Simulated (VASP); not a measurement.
VASP runs on SiC (zinc blende) share one base input (PBE GGA, plane waves, VASP's PBE PAW potentials (set 64)) and change the settings named in each case.

### POSCAR
```
SiC
1
    0.0000000000     2.2236000000     2.2236000000
    2.2236000000     0.0000000000     2.2236000000
    2.2236000000     2.2236000000     0.0000000000
Si C
1 1
Direct
  0.0000000000   0.0000000000   0.0000000000
  0.2500000000   0.2500000000   0.2500000000
```

KPOINTS:
```
Automatic mesh
0
Gamma
9 9 9
0 0 0
```

**INCAR**
```
SYSTEM = SiC
PREC = Accurate
ENCUT = 520
EDIFF = 1E-6
NELM = 100
ALGO = Normal
LREAL = .FALSE.
LASPH = .TRUE.
ISMEAR = 0
SIGMA = 0.05
GGA = PE
LWAVE = .FALSE.
LCHARG = .FALSE.
ISIF = 2
```

POTCAR, in this order: Si C (PBE.64 set). Program: vasp_std.

```csv
change,irreducible k-points
base run,35
ISYM = -1,729
ISYM = 0,365
ISYM = 1,35
SYMPREC = 1E-3,35
```

Left out are runs that ran out of time, are held back, or changed the cell or the kind of run, fixed moments of cells without a moment, rows past the twelfth, gaps on odd meshes, pressures of charged cells and columns that move by less than the noise.

The compound is SiC in the zinc blende structure. The cell was not relaxed at this level.
